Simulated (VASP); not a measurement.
The system is SiC3.

```
C Si
1.0
     2.79640    0.00000    0.00000
     0.00000    2.79640    0.00000
     0.00000    0.00000    4.09004
C Si
3 1
Direct
  0.50000 0.00000 0.78627
  0.50000 0.50000 0.00000
  0.00000 0.50000 0.21373
  0.00000 0.00000 0.50000
```

The cell was built by a generator and needn't be a form met in nature.

Base run:

| Item | Value |
| --- | --- |
| Program | VASP 6.6.1 |
| Functional | PBE |
| Potentials or basis | VASP PAW PBE potentials, release 64 (C, Si) |
| Cutoff | 520 eV |
| k mesh | 8 × 8 × 6 |
| Occupations | gaussian, width 0.01 eV |
| Spin | no spin polarisation |

Its results: band gap on the k mesh 1.51 eV, indirect (least direct gap 1.86 eV); pressure 3.3 GPa; largest force 0.323 eV/Å.

Task: The run is repeated on the same cell with these changes: functional from PBE to r2SCAN; further incar settings from ALGO = Fast; EDIFF = 1e-07; NBANDS = 16 to ALGO = Normal; EDIFF = 1e-07; NBANDS = 16. What comes out?

Result: Band gap on the k mesh 1.78 eV, indirect (least direct gap 2.15 eV); pressure 0.0 GPa; largest force 0.047 eV/Å.

Caveats: the PAW data sets were made with another functional, which shifts forces and pressure a little (some runs).

A k mesh can miss the band edges.

Not every run made on this cell is shown here.
